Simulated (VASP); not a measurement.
# SnPN (P4/nmm) in VASP: further runs

Runs on SnPN. Level: PBE. Tasks: single point.

Everything below comes from runs of VASP 6.6.1. Logs are shortened: lines on timing, memory, paths and dates and some standing lists are left out, and cuts for length are marked.

**1. The crystal as given**

It takes space group P4/nmm (No. 129, tetragonal). Conventional cell: a = 3.614 Å, b = 3.614 Å, c = 7.651 Å, α = 90.00°, β = 90.00°, γ = 90.00°. P (site symmetry 4mm) has 1 N at 1.88 Å as nearest neighbours. Sn (site symmetry 4mm) is surrounded by 5 N at 2.45 to 2.56 Å. Around N (site symmetry 4mm) lie 1 P at 1.88 Å.

The cell was built by a generator and needn't be a form met in nature.

**2. Single point, PBE**

Contents of INCAR:

```
PREC = Accurate
ENCUT = 520
EDIFF = 1E-7
ISMEAR = 0
SIGMA = 0.0193
LREAL = False
LASPH = True
NELM = 80
ALGO = Normal
ISIF = 2
LWAVE = False
LCHARG = False
GGA = PE
NBANDS = 33
```

Contents of KPOINTS:

```
Automatic mesh
0
Gamma
  5 5 3
```

Contents of POSCAR:

```
SnPN
1.0
    3.6137850000      0.0000000000      0.0000000000
    0.0000000000      3.6137850000      0.0000000000
    0.0000000000      0.0000000000      7.6506970000
P Sn N
2 2 2
Direct
    0.0000000000      0.5000000000      0.0839000000
    0.5000000000      0.0000000000      0.9161000000
    0.0000000000      0.5000000000      0.6503000000
    0.5000000000      0.0000000000      0.3497000000
    0.0000000000      0.5000000000      0.3300000000
    0.5000000000      0.0000000000      0.6700000000
```

Potentials or basis: VASP PAW PBE potentials, release 64 (P, Sn_d, N).

Launch:

```bash
$ cat potpaw_PBE.64/P/POTCAR potpaw_PBE.64/Sn_d/POTCAR potpaw_PBE.64/N/POTCAR > POTCAR
$ mpirun -np 1 vasp_std > vasp.out
```

OUTCAR:

```text
PREC = Accurate
   ENCUT = 520
   EDIFF = 1E-7
   ISMEAR = 0
   LREAL = False
   LASPH = True
   NELM = 80
   ISIF = 2
   GGA = PE

 ion  position               nearest neighbor table
   1  0.000  0.500  0.084-   5 1.88   2 2.86   2 2.86   2 2.86   2 2.86   4 3.27   4 3.27   4 3.27
                             4 3.27   3 3.32
   2  0.500  0.000  0.916-   6 1.88   1 2.86   1 2.86   1 2.86   1 2.86   3 3.27   3 3.27   3 3.27
                             3 3.27   4 3.32
   3  0.000  0.500  0.650-   5 2.45   6 2.56   6 2.56   6 2.56   6 2.56   2 3.27   2 3.27   2 3.27
                             2 3.27   1 3.32   4 3.44   4 3.44   4 3.44   4 3.44
   4  0.500  0.000  0.350-   6 2.45   5 2.56   5 2.56   5 2.56   5 2.56   1 3.27   1 3.27   1 3.27
                             1 3.27   2 3.32   3 3.44   3 3.44   3 3.44   3 3.44
   5  0.000  0.500  0.330-   1 1.88   3 2.45   4 2.56   4 2.56   4 2.56   4 2.56
   6  0.500  0.000  0.670-   2 1.88   4 2.45   3 2.56   3 2.56   3 2.56   3 2.56

  LATTYP: Found a simple tetragonal cell.
 ALAT       =     3.6137850000
 C/A-ratio  =     2.1170869324

  Lattice vectors:

 A1 = (   3.6137850000,   0.0000000000,   0.0000000000)
 A2 = (   0.0000000000,   3.6137850000,   0.0000000000)
 A3 = (   0.0000000000,   0.0000000000,   7.6506970000)

Analysis of symmetry for initial positions (statically):
=====================================================================
 Subroutine PRICEL returns:
 Original cell was already a primitive cell.

 Routine SETGRP: Setting up the symmetry group for a
 simple tetragonal supercell.

 Subroutine GETGRP returns: Found 16 space group operations
 (whereof  8 operations were pure point group operations)
 out of a pool of 16 trial point group operations.

The static configuration has the point symmetry D_2d.
 The point group associated with its full space group is D_4h.

Analysis of symmetry for dynamics (positions and initial velocities):
=====================================================================
 Subroutine PRICEL returns:
 Original cell was already a primitive cell.

 Routine SETGRP: Setting up the symmetry group for a
 simple tetragonal supercell.

 Subroutine GETGRP returns: Found 16 space group operations
 (whereof  8 operations were pure point group operations)
 out of a pool of 16 trial point group operations.

The dynamic configuration has the point symmetry D_2d.
 The point group associated with its full space group is D_4h.

 Subroutine INISYM returns: Found 16 space group operations
 (whereof  8 operations are pure point group operations),
 and found     1 'primitive' translations

----------------------------------------------------------------------------------------

                                     Primitive cell

  volume of cell :      99.9138

  direct lattice vectors                    reciprocal lattice vectors
     3.613785000  0.000000000  0.000000000     0.276718178  0.000000000  0.000000000
     0.000000000  3.613785000  0.000000000     0.000000000  0.276718178  0.000000000
     0.000000000  0.000000000  7.650697000     0.000000000  0.000000000  0.130707045

  length of vectors
     3.613785000  3.613785000  7.650697000     0.276718178  0.276718178  0.130707045

  position of ions in fractional coordinates (direct lattice)
     0.000000000  0.500000000  0.083900000
     0.500000000  0.000000000  0.916100000
     0.000000000  0.500000000  0.650300000
     0.500000000  0.000000000  0.349700000
     0.000000000  0.500000000  0.330000000
     0.500000000  0.000000000  0.670000000

  ion indices of the primitive-cell ions
   primitive index   ion index
                 1           1
                 2           2
                 3           3
                 4           4
                 5           5
                 6           6

----------------------------------------------------------------------------------------

 KPOINTS: Automatic mesh

Automatic generation of k-mesh.
 Grid dimensions read from file:
 generate k-points for:    5    5    3

 Generating k-lattice:

  Cartesian coordinates                     Fractional coordinates (reciprocal lattice)
     0.055343636  0.000000000  0.000000000     0.200000000  0.000000000  0.000000000
     0.000000000  0.055343636  0.000000000     0.000000000  0.200000000  0.000000000
     0.000000000  0.000000000  0.043569015     0.000000000  0.000000000  0.333333333

  Length of vectors
     0.055343636  0.055343636  0.043569015

  Shift w.r.t. Gamma in fractional coordinates (k-lattice)
     0.000000000  0.000000000  0.000000000

 Subroutine IBZKPT returns following result:
 ===========================================

 Found     12 irreducible k-points:

 Following reciprocal coordinates:
            Coordinates               Weight
  0.000000  0.000000  0.000000      1.000000
  0.200000  0.000000  0.000000      4.000000
  0.400000  0.000000  0.000000      4.000000
  0.200000  0.200000  0.000000      4.000000
  0.400000  0.200000  0.000000      8.000000
  0.400000  0.400000  0.000000      4.000000
  0.000000  0.000000  0.333333      2.000000
  0.200000  0.000000  0.333333      8.000000
  0.400000  0.000000  0.333333      8.000000
  0.200000  0.200000  0.333333      8.000000
  0.400000  0.200000  0.333333     16.000000
  0.400000  0.400000  0.333333      8.000000
   k-points           NKPTS =     12   k-points in BZ     NKDIM =     12   number of bands    NBANDS=     33
   number of dos      NEDOS =    301   number of ions     NIONS =      6
   total plane-waves  NPLWV =  47040
   dimension x,y,z NGX =    28 NGY =   28 NGZ =   60
   dimension x,y,z NGXF=    56 NGYF=   56 NGZF=  120
   ions per type =               2   2   2
   NGX,Y,Z   is equivalent  to a cutoff of  12.88, 12.88, 13.04 a.u.
   NGXF,Y,Z  is equivalent  to a cutoff of  25.76, 25.76, 26.08 a.u.
 SYSTEM =  unknown system
   PREC   = accura    normal or accurate (medium, high low for compatibility)
   ISTART =      0    job   : 0-new  1-cont  2-samecut
   ICHARG =      2    charge: 1-file 2-atom 10-const
   ISPIN  =      1    spin polarized calculation?
   LNONCOLLINEAR =      F non collinear calculations
   LSORBIT =      F    spin-orbit coupling
   LASPH  =      T    aspherical Exc in radial PAW
   ENCUT  =  520.0 eV  38.22 Ry    6.18 a.u.   6.72  6.72 14.23*2*pi/ulx,y,z
   NELM   =     80;   NELMIN=  2; NELMDL= -5     # of ELM steps
   EDIFF  = 0.1E-06   stopping-criterion for ELM
   LREAL  =      F    real-space projection
   EDIFFG = 0.1E-05   stopping-criterion for IOM
   NSW    =      0    number of steps for IOM
   IBRION =     -1    ionic relax: 0-MD 1-quasi-New 2-CG
   NFREE  =      0    steps in history (QN), initial steepest desc. (CG)
   ISIF   =      2    stress and relaxation
   ISYM   =      2    0-nonsym 1-usesym 2-fastsym
   POTIM  = 0.5000    time-step for ionic-motion
   TEBEG  =    0.0;   TEEND  =   0.0 temperature during run
   PSTRESS=    0.0 pullay stress
   NELECT =      48.0000    total number of electrons
   NUPDOWN=      -1.0000    fix difference up-down
   EMIN   =  10.00;   EMAX   =-10.00  energy-range for DOS
   EFERMI =   0.00;   METHOD = LEGACY
   ISMEAR =     0;   SIGMA  =   0.02  broadening in eV -4-tet -1-fermi 0-gaus
   EFERMI_NEDOS =   21; number of points for ismear=-14 and -15
   IALGO  =     38    algorithm
   IMIX   =      4    mixing-type and parameters
     AMIX     =   0.40;   BMIX     =  1.00
     AMIX_MAG =   1.60;   BMIX_MAG =  1.00
  volume/ion in A,a.u.               =      16.65       112.38
  Fermi-wavevector in a.u.,A,eV,Ry     =   1.282173  2.422956 22.367545  1.643968
  Thomas-Fermi vector in A             =   2.414500
   LORBIT       =      0    0 simple, 1 ext, 2 COOP (PROOUT), +10 PAW based schemes
   GGA     = PE    functional components
   LHFCALC =     F    Hartree Fock is set to
   AEXX    =    0.0000 exact exchange contribution
   IVDW    =     0    specifies the selected vdW correction
   LEPSILON=     F    determine dielectric tensor
   LRPA    =     F    only Hartree local field effects (RPA)
 non-spin polarized calculation
 Gauss-broadening in eV      SIGMA  =   0.02
  energy-cutoff  :      520.00
  volume of cell :       99.91
 maximum number of plane-waves:      2717
 NGX is ok and might be reduce to    28
   NGX = 13   NGY = 13   NGZ = 29

 number of electron      47.9999993 magnetization

 Free energy of the ion-electron system (eV)
  ---------------------------------------------------
  ext. energy  EPLUGINS =         0.00000000
  ---------------------------------------------------
  free energy    TOTEN  =       -31.08004663 eV

  energy without entropy =      -31.07846218  energy(sigma->0) =      -31.07925441

 E-fermi :   8.0234     XC(G=0): -10.8254

 val. band max:        8.0108605319   @ k =   0.4000   0.0000   0.0000
 cond. band min:       8.0244036629   @ k =   0.4000   0.0000   0.3333
 fundamental gap:      0.0135431310
 Fermi energy:         8.0234214066

 k-point     1 :       0.0000    0.0000    0.0000
  band No.  band energies     occupation
      1     -13.6997      2.00000
      2     -13.6473      2.00000
      3     -13.6110      2.00000
      4     -13.6110      2.00000
      5     -13.6060      2.00000
      6     -13.5772      2.00000
[... 25 lines left out ...]
     32      13.8888      0.00000
     33      14.0424      0.00000

 k-point     2 :       0.2000    0.0000    0.0000
  band No.  band energies     occupation
      1     -13.6761      2.00000
      2     -13.6292      2.00000
      3     -13.6092      2.00000
      4     -13.6071      2.00000
      5     -13.5980      2.00000
      6     -13.5785      2.00000
[... 25 lines left out ...]
     32      13.4631      0.00000
     33      13.6250      0.00000
[... 322 lines left out ...]
     32      13.1527      0.00000
     33      13.2892      0.00000

 k-point    12 :       0.4000    0.4000    0.3333
  band No.  band energies     occupation
      1     -13.6823      2.00000
      2     -13.6822      2.00000
      3     -13.6466      2.00000
      4     -13.6363      2.00000
      5     -13.5520      2.00000
      6     -13.5442      2.00000
[... 25 lines left out ...]
     32      13.5724      0.00000
     33      13.7709      0.00000

------------------------ aborting loop because EDIFF is reached ----------------------------------------

  FORCE on cell =-STRESS in cart. coord.  units (eV):
  Direction    XX          YY          ZZ          XY          YZ          ZX
  --------------------------------------------------------------------------------------
  -------------------------------------------------------------------------------------
  Total        2.2875751      2.2875751     -7.5603753      0.0000000     -0.0000000      0.0000000
  in kB       36.6826175     36.6826175   -121.2350833      0.0000000     -0.0000000      0.0000000
  external PRESSURE =     -15.9566161 kB  Pullay stress =       0.0000000 kB

 VOLUME and BASIS-vectors are now :
 -----------------------------------------------------------------------------
  energy-cutoff  :      520.00
  volume of cell :       99.91
      direct lattice vectors                 reciprocal lattice vectors
     3.613785000  0.000000000  0.000000000     0.276718178  0.000000000  0.000000000
     0.000000000  3.613785000  0.000000000     0.000000000  0.276718178  0.000000000
     0.000000000  0.000000000  7.650697000     0.000000000  0.000000000  0.130707045

 POSITION                                       TOTAL-FORCE (eV/Angst)
 -----------------------------------------------------------------------------------
      0.00000      1.80689      0.64189        -0.000000      0.000000      0.197527
      1.80689      0.00000      7.00880        -0.000000     -0.000000     -0.197527
      0.00000      1.80689      4.97525        -0.000000      0.000000      0.608316
      1.80689      0.00000      2.67545         0.000000      0.000000     -0.608316
      0.00000      1.80689      2.52473        -0.000000      0.000000     -1.193056
      1.80689      0.00000      5.12597        -0.000000      0.000000      1.193056
 -----------------------------------------------------------------------------------
    total drift:                                0.000000      0.000000     -0.000000

  FREE ENERGIE OF THE ION-ELECTRON SYSTEM (eV)
  ---------------------------------------------------
  free  energy   TOTEN  =       -31.0800466326 eV

  energy  without entropy=      -31.0784621823  energy(sigma->0) =      -31.07925441
```

It took 37 s on 1 thread of Intel Xeon Platinum 8488C (Sapphire Rapids), shared host; peak memory 0.21 GiB.

What came out:

```
Free energy            : -31.0800 eV
Pressure               : -1.6 GPa
Largest force          : 1.193 eV/Å
Band gap on the k mesh : none (metal or under the smearing width)
```

Forces in eV/Å, atoms in the order of the input:
```
P    0.000  0.000  0.198
P    0.000  0.000 -0.198
Sn   0.000  0.000  0.608
Sn   0.000  0.000 -0.608
N    0.000  0.000 -1.193
N    0.000  0.000  1.193
```

Caveat: forces of over 1 eV/Å show positions far from the minimum, so gaps and moduli don't describe the material at rest.

**3. Single point, PBE**

Contents of INCAR:

```
SYSTEM = SnPN
  ALGO = Fast
  EDIFF = 1E-6
  ENCUT = 520
  GGA = PE
  ISIF = 2
  ISMEAR = -5
  LASPH = .True.
  LCHARG = .False.
  LREAL = .False.
  LWAVE = .False.
  NBANDS = 33
  NELM = 100
  PREC = Accurate
  SIGMA = 0.1
```

Contents of KPOINTS:

```
k-points
0
Gamma
  5 5 3
  0 0 0
```

POSCAR is that of step 2.

Potentials or basis: VASP PAW PBE potentials, release 64 (P, Sn_d, N).

Launch:

```bash
$ cat potpaw_PBE.64/P/POTCAR potpaw_PBE.64/Sn_d/POTCAR potpaw_PBE.64/N/POTCAR > POTCAR
$ mpirun -np 1 vasp_std > vasp.out
```

Run time: 39 s. Hardware: 1 thread of Intel Xeon Platinum 8488C (Sapphire Rapids), shared host; peak memory 0.21 GiB.

The run converged. Its results:

| Quantity | Value |
| --- | --- |
| Free energy | -31.0792 eV |
| Pressure | -1.1 GPa |
| Largest force | 1.258 eV/Å |
| Band gap on the k mesh | none (metal or under the smearing width) |

Forces on the atoms (eV/Å):
```
P    0.000  0.000  0.249
P    0.000  0.000 -0.249
Sn   0.000  0.000  0.488
Sn   0.000  0.000 -0.488
N    0.000  0.000 -1.258
N    0.000  0.000  1.258
```

Stress tensor (GPa, compression positive):
```
  4.16   0.00   0.00
  0.00   4.16   0.00
  0.00   0.00 -11.67
```

Levels at points of the mesh, in eV from the Fermi level:
```tsv
k point	band 21	band 22	band 23	band 24	band 25	band 26	band 27	band 28
(0.00, 0.00, 0.00)	-3.22	-1.87	-1.20	-1.20	0.05	1.47	3.05	3.05
```

Caveat: forces of over 1 eV/Å show positions far from the minimum, so gaps and moduli don't describe the material at rest; tetrahedron occupations give inexact forces and stress in metals.

**4. Single point, PBE**

Contents of INCAR:

```
PREC = Accurate
ENCUT = 520
EDIFF = 1E-7
ISMEAR = 0
SIGMA = 0.0193
LREAL = F
LASPH = T
NELM = 100
ALGO = Normal
ISIF = 2
LWAVE = F
LCHARG = F
GGA = PE
NBANDS = 33
```

Contents of KPOINTS:

```
regular mesh
0
Gamma
  5 5 3
```

POSCAR is that of step 3.

Launch:

```bash
$ cat potpaw_PBE.64/P/POTCAR potpaw_PBE.64/Sn_d/POTCAR potpaw_PBE.64/N/POTCAR > POTCAR
$ mpirun -np 1 vasp_std > vasp.out
```

Wall time 36 s (1 thread of Intel Xeon Platinum 8488C (Sapphire Rapids), shared host); peak memory 0.21 GiB.

The run converged. Its results:

```
Free energy            : -31.0800 eV
Pressure               : -1.6 GPa
Largest force          : 1.193 eV/Å
Band gap on the k mesh : none (metal or under the smearing width)
```

Forces in eV/Å, atoms in the order of the input:
```
P    0.000  0.000  0.198
P    0.000  0.000 -0.198
Sn   0.000  0.000  0.608
Sn   0.000  0.000 -0.608
N    0.000  0.000 -1.193
N    0.000  0.000  1.193
```

Stress tensor (GPa, compression positive):
```
  3.67   0.00   0.00
  0.00   3.67   0.00
  0.00   0.00 -12.12
```

Levels at points of the mesh, in eV from the Fermi level:
| k point | band 21 | band 22 | band 23 | band 24 | band 25 | band 26 | band 27 | band 28 |
| --- | --- | --- | --- | --- | --- | --- | --- | --- |
| (0.00, 0.00, 0.00) | -3.29 | -1.96 | -1.31 | -1.31 | -0.02 | 1.41 | 2.94 | 2.94 |

Caveat: forces of over 1 eV/Å show positions far from the minimum, so gaps and moduli don't describe the material at rest.
